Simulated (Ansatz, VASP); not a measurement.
# HfO2: VASP beside Ansatz, part 2 of 2

Aim: how closely do two programs agree when they are given the same cell, functional and k mesh?

VASP 6.6.1 and Ansatz 0.2.0.

So far: The starting structure; VASP: dielectric response, LDA.

## (3) Ansatz: dielectric response, LDA

Level of this step: Ansatz beside VASP: Kohn-Sham DFT, plane waves, LDA (Ansatz).

Ansatz runs on its default PAW (the set named soft_2) files.

The same cell, functional (in two slightly different forms) and mesh now go to Ansatz, which takes its cutoff from its data sets.

File input.yaml:

```yaml
crystal:
  lattice:
    - [0.0, 2.4882886518, 2.4882886518]
    - [2.4882886518, 0.0, 2.4882886518]
    - [2.4882886518, 2.4882886518, 0.0]
  atoms:
    - { symbol: Hf, position: [0.0, 0.0, 0.0] }
    - { symbol: O, position: [0.75, 0.75, 0.75] }
    - { symbol: O, position: [0.25, 0.25, 0.25] }
hamiltonian:
  xc: lda
  pseudopotentials: { kind: paw }
kpoints:
  mp_grid: { grid: [9, 9, 9] }
scf:
  occupations: { method: fixed }
dielectric:
  method: response
```

The run is started by

```
$ ansatz run input.yaml --threads 2 --pin off --max-ram 4608MiB --backend cpu --events-out ev --progress --plain --runs-dir out
```

Numbers of over 12 decimals in the logs are rounded to 6 here.

Output:

```text
Engine: ansatz 0.2.0, aarch64-unknown-linux-gnu
Pseudopotentials: kind: paw
Pseudopotential: Hf, paw, valence charge 26, recommended cutoff 420 eV (normal), Hf.paw.azcp
Pseudopotential: O, paw, valence charge 6, recommended cutoff 420 eV (normal), O.paw.azcp
Functional definition: SPW92
  exchange = slater_x
  correlation = pw_c
Crystal: 3 atoms, lattice volume = 30.813 Å³
Basis set: ecut = 420 eV, 609 PW (Γ), exchange–correlation on 48×48×48 points (8 copies of the dense FFT grid, shifted against one another)
Bands: 23, of which v1, the nominal top of the filled ones, is band 19 counted from 1 (18 counted from 0)
Symmetry: 48 space group operations
k-points: 75 of 729 (irreducible under 8 space group operations, time reversal used)
Non-local potential: Hf, projectors of the file, l = 0: 3, l = 1: 2, l = 2: 2, l = 3: 3
Non-local potential: O, projectors of the file, l = 0: 2, l = 1: 2, l = 2: 1
PAW form: soft (Blöchl's): semilocal exchange-correlation on the pseudo side does not see the compensation charge
PAW frozen core: Hf, regenerated for the run's functional, and the local potential with it (the file was generated under x = pbe(κ = 0.804, μ = 0.219515), c = pbe(β = 0.066725))
PAW frozen core: O, regenerated for the run's functional, and the local potential with it (the file was generated under x = pbe(κ = 0.804, μ = 0.219515), c = pbe(β = 0.066725))
PAW one-centre angular grid: Hf, 590 points (default); XC on 64 Gauss nodes
PAW one-centre angular grid: O, 110 points (default); XC on 64 Gauss nodes
Initial density: superposition of atomic densities (neutral atoms: chi_scale 0, normalization atom), corrected by the library's trained network
Initial wavefunctions: pseudopotential atomic-orbital guess
Functional: x = slater, c = lda
SCF iter   1: F=—  HF=-16593.003591 eV  |F-HF|=—  |Δ(HF+E_count)|=         —  Δρ=1.88e-2  dr2=9.18e-2  ethr=1.77e-3  ⟨swp⟩=4.0  Hψ=5710  notcnv=0  defer=148
preconditioner: auto → none  [insulator: Δε(μ)=3.580 eV  Ē_g=18.349 eV  n_scr=14 (ndim 8)  ℏωp=40.1 eV  f_vac=0.059  ε∞_Penn≈5.8]
SCF iter   2: F=—  HF=-16592.989418 eV  |F-HF|=—  |Δ(HF+E_count)|=   1.42e-2  Δρ=1.23e-2  dr2=3.35e-2  ethr=2.42e-4  ⟨swp⟩=2.0  Hψ=3586  notcnv=0  defer=150
SCF iter   3: F=—  HF=-16592.979699 eV  |F-HF|=—  |Δ(HF+E_count)|=   9.72e-3  Δρ=2.39e-3  dr2=5.99e-4  ethr=8.83e-5  ⟨swp⟩=2.0  Hψ=2951  notcnv=0  defer=150
SCF iter   4: F=—  HF=-16592.979561 eV  |F-HF|=—  |Δ(HF+E_count)|=   1.38e-4  Δρ=5.23e-4  dr2=3.05e-5  ethr=1.58e-6  ⟨swp⟩=2.3  Hψ=2720  notcnv=0  defer=149
SCF iter   5: F=—  HF=-16592.979531 eV  |F-HF|=—  |Δ(HF+E_count)|=   2.99e-5  Δρ=1.02e-4  dr2=1.57e-6  ethr=8.02e-8  ⟨swp⟩=2.1  Hψ=2972  notcnv=0
SCF iter   6: F=—  HF=-16592.979531 eV  |F-HF|=—  |Δ(HF+E_count)|=   4.39e-7  Δρ=2.44e-5  dr2=1.77e-7  ethr=4.13e-9  ⟨swp⟩=2.0  Hψ=3135  notcnv=0
SCF iter   7: F=—  HF=-16592.979530 eV  |F-HF|=—  |Δ(HF+E_count)|=   8.23e-8  Δρ=4.71e-6  dr2=5.21e-9  ethr=4.67e-10  ⟨swp⟩=2.0  Hψ=2999  notcnv=0
SCF iter   8: F=-16592.979530 eV  HF=-16592.979530 eV  |F-HF|=1.46e-11  |Δ(HF+E_count)|=   1.67e-9  Δρ=3.69e-7  dr2=2.15e-11  ethr=1.00e-12  ⟨swp⟩=3.5  Hψ=7707  notcnv=0
SCF 1 converged in 8 iterations: F = -16592.979530 eV  dr2 = 2.15e-11
  greatest PAW one-centre occupation: 0.999 electrons in one spin orbital (limit 2), on the Hf atom at site 0 (counted from 0), in its partial waves of l = 3
NSCF: frozen V_eff on 5 k-points
DFPT response loops at Γ: preconditioner auto → none (the input reference at scf.mixing.eps_inf says where Resta's filter doesn't serve); β = 0.50; Broyden in place of MSR1
SCF converged after 8 iterations
Free energy (F): -16592.979530 eV
Harris-Foulkes:  -16592.979530 eV  (|F-HF|=1.46e-11)
Internal energy: -16592.979530 eV  (E = F + TS)
E sigma→0 (E₀):  -16592.979530 eV
Fermi energy:    16.772294 eV
--- Per-component energies (eV) ---
  E_band       = 86.747178
  E_kinetic    = 774.660741
  E_local      = -5587.630577  (includes V_loc(G=0)·N_el)
  E_nonlocal   = -1131.074855
  E_hartree    = 2571.505017
  E_xc         = -443.916645
  E_vxc        = -454.911539  (∫ρ·V_xc dr)
  E_paw        = -6980.137791  (= ΣΔE_a)
  E_vpaw       = 1342.688131  (= ΣTr[D̂ρ^β])
  E_aug_tail   = 0.004954  (compensation charges beyond the density's cutoff)
  E_ewald      = -5799.041461
  E_core_change = 2.651086  (= ΣΔE_core)
  E_smearing   = -0.000000  (= −TS)
  E_closure    = 0.000000  (closes the sum)
  Σ components = -16592.979530   (vs F -16592.979530, Δ=0.00e0)
--- Band table (eV; the first three rows and the last of 75) ---
  k-point 0: bands = [... 15 lower, 11.0044, 16.1739, 16.1739, 16.1739, 20.6202, 20.6202, 22.8734, 27.8879]
  k-point 1: bands = [... 15 lower, 11.4059, 15.7963, 15.9119, 15.9119, 20.8966, 20.8966, 23.3644, 27.2177]
  k-point 2: bands = [... 15 lower, 12.3561, 14.9794, 15.4039, 15.4039, 21.3672, 21.3672, 24.0289, 26.4679]
  k-point 74: bands = [... 15 lower, 13.7902, 14.2342, 15.3556, 16.4450, 21.5799, 22.0488, 24.3354, 24.4914]
--- Dielectric response (ions clamped): 1 representative field direction + reference, on 75 of 729 k-points (Σ response iterations 7) ---
  k mesh reduced under 8 symmetry operations, with k and −k counted as one. Each operation leaves every solved perturbation unchanged. A smaller set is not considered because the run solves the response to a homogeneous field
  ε∞ (high-frequency dielectric tensor):
        5.391672    -0.000000     0.000000
        0.000000     5.391672     0.000000
        0.000000    -0.000000     5.391672
  Born effective charges Z* (e; rows j = field, columns β = displacement):
    site 0:
         5.59522   -0.00000    0.00000
         0.00000    5.59522    0.00000
         0.00000   -0.00000    5.59522
    site 1:
        -2.79761    0.00000   -0.00000
        -0.00000   -2.79761   -0.00000
         0.00000    0.00000   -2.79761
    site 2:
        -2.79761    0.00000   -0.00000
        -0.00000   -2.79761   -0.00000
         0.00000    0.00000   -2.79761
  Z* charge neutrality: 1.995e-5 e pre-enforcement
  k-mesh period / interband length: 31.7 Å / 1.35 Å = 23.41 at k = (0.0000, 0.0000, 0.0000), direct gap 4.446 eV — 14 or more, which is no proof of convergence
```

Elapsed: 52 s, on 2 threads of Arm Neoverse N1, shared host; peak memory 0.39 GiB.

## (4) Differences

Known differences besides the potentials themselves: the two LDA forms differ slightly; the data sets hold 38 valence electrons in Ansatz (default PAW (the set named soft_2) files) and 16 in VASP; the cutoff is 420 eV in Ansatz and 480 eV in VASP; VASP's log shows a relativistic correction to its local exchange, Ansatz's none. Total energies have different zeros and are not compared.

Compared:

```
                                     quantity  Ansatz   VASP  difference
                                        ε∞ xx    5.39   5.17     +4.29 %
                                        ε∞ yy    5.39   5.17     +4.29 %
                                        ε∞ zz    5.39   5.17     +4.29 %
Born charge of Hf1 (mean of the diagonal) (e)    5.60   5.59       +0.01
 Born charge of O2 (mean of the diagonal) (e)   -2.80  -2.79        0.00
```

## (5) Results

| Quantity | Value |
| --- | --- |
| difference in ε∞ xx (dielectric response, LDA) | 4.3 % |

The difference in ε∞ xx is 4.3 % (dielectric response, LDA), within the 5 % picked in this series as the mark of a large difference. How closely two codes agree says nothing of how well the functional describes the real material.

[Lines on the potential files, build, host, timing and source positions are cut from VASP's logs without a mark.]

[Logs are printed without paths, hosts, clocks, repeated set-up lines and the standing remarks that a program may print on its own settings, such as how far it seeks lower states.]

[Hosts, paths, dates, database ids (printed as entryN), source tags and the programs' standing remarks are cut or masked in the printed files.]
